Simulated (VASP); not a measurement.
Input:

```
CaF2
1.0
    0.00000     2.71371     2.68657
    2.71371     0.00000     2.68657
    2.71371     2.71371     0.00000
Ca F
1 2
Direct
  0.00000   0.00000   0.00000
  0.25000   0.25000   0.25000
  0.75000   0.75000   0.75000
```

Calculation: PBEsol GGA, VASP's PBE PAW potentials (set 64) (plane waves; VASP 6.6.1). Settings: 600 eV cut-off, 6×6×6 Γ-centred mesh, Gaussian smearing of 0.050 eV, potentials Ca_sv F.

Question: Give the stress tensor in GPa (positive for a compressed cell).

Answer: 
```
0.39  0.00  0.00
0.00  0.39  0.00
0.00  0.00  1.59
```
The pressure is its mean diagonal, 0.79 GPa.

The compound is CaF2 in the fluorite structure. This cell was strained or had an atom moved on purpose.
